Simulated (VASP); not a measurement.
Input:

```
SrTe
1.0
    0.00000     3.38909     3.38909
    3.38909     0.00000     3.38909
    3.38909     3.38909     0.00000
Sr Te
1 1
Direct
  0.00000   0.00000   0.00000
  0.50000   0.50000   0.50000
```

Level of theory: r2SCAN meta-GGA, VASP's PBE PAW potentials (set 64) (plane waves; VASP). Run with 520 eV cut-off, 7×7×7 Γ-centred mesh, Gaussian smearing of 0.050 eV, potentials Sr_sv Te.

Question: Estimate the energy per atom (σ→0).

Answer: 
| Property | Result |
|---|---|
| energy per atom (σ→0) | -22.295 eV/atom |

Only differences to runs with the same potentials and settings are physical.

The compound is SrTe in the rock salt structure. This cell is one point of a volume scan, at 1.03 of the reference volume.
